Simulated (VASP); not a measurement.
Consider the following.

```xyz
12
Lattice="4.8057 0.0000 0.0000 0.0000 3.6666 0.0000 0.0000 0.0000 6.8947" Properties=species:S:1:pos:R:3 pbc="T T T"
Co     3.9766     2.7500     3.8857
Co     0.8290     0.9167     3.0090
Co     3.2319     0.9167     0.4384
Co     1.5738     2.7500     6.4564
Co     2.5750     0.9167     4.9739
Co     2.2307     2.7500     1.9209
Co     4.6335     2.7500     1.5265
Co     0.1721     0.9167     5.3682
Si     0.9654     0.9167     0.7148
Si     3.8403     2.7500     6.1799
Si     1.4374     2.7500     4.1622
Si     3.3682     0.9167     2.7325
```

The numbers are results of PBE GGA, VASP's PBE PAW potentials (set 64) (plane waves; VASP), not measurements. Settings: 300 eV cut-off, 3×4×3 Γ-centred mesh, first-order Methfessel-Paxton smearing of 0.10 eV, potentials Co Si.

At this cut-off the stress carries a Pulay error, which pulls relaxed volumes low. The run has a spin-polarised start.

Problem. Give the force on each atom (eV/Å).

Solution. 
```tsv
atom	Fx	Fy	Fz
Co1	-0.213	0.000	0.295
Co2	0.213	0.000	-0.295
Co3	0.213	0.000	0.295
Co4	-0.213	0.000	-0.295
Co5	0.038	0.000	-0.255
Co6	-0.038	0.000	0.255
Co7	-0.038	0.000	-0.255
Co8	0.038	0.000	0.255
Si9	-0.143	0.000	0.106
Si10	0.143	0.000	-0.106
Si11	0.143	0.000	0.106
Si12	-0.143	0.000	-0.106
```

Problem. Give the stress tensor in GPa (positive for a compressed cell).

Solution. 
```
10.27   0.00   0.00
 0.00  11.38   0.00
 0.00   0.00  13.09
```
The pressure is its mean diagonal, 11.58 GPa.

The structure comes from a computed database's Co2Si entry; how it stands against other phases isn't given here. The cell was not relaxed at this level. The k-mesh is coarse (spacing up to 0.44 per Å, 2π included), so the numbers may not be converged in it.
